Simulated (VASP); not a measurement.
Shape and ions are relaxed at each volume.

Here is the system:

```yaml
crystal:
  lattice:
    - [4.45514, 0.00000, 0.00000]
    - [0.00000, 4.45514, 0.00000]
    - [0.00000, 0.00000, 2.99685]
  atoms:
    - { symbol: Mg, position: [0.00000, 0.00000, 0.00000] }
    - { symbol: Mg, position: [0.50000, 0.50000, 0.50000] }
    - { symbol: H, position: [0.30427, 0.30427, 0.00000] }
    - { symbol: H, position: [0.80427, 0.19573, 0.50000] }
    - { symbol: H, position: [0.19573, 0.80427, 0.50000] }
    - { symbol: H, position: [0.69573, 0.69573, 0.00000] }
```

Level of theory: TPSS meta-GGA, VASP's PBE PAW potentials (set 64) (plane waves; VASP). Numerical set-up: 520 eV cut-off, 5×5×7 Γ-centred mesh, Gaussian smearing of 0.050 eV, potentials Mg H.

### Question
Give the energy at these volumes per atom, relative to the lowest: 9.31, 9.60, 9.90, 10.20, 10.50 Å³.

### Answer
6.6, 1.7, 0.0, 1.3, 5.2 meV/atom. A third-order Birch-Murnaghan fit gives B0 = 52.4 GPa and B0′ = 3.0.

The compound is MgH2 in the rutile structure. It was relaxed first.
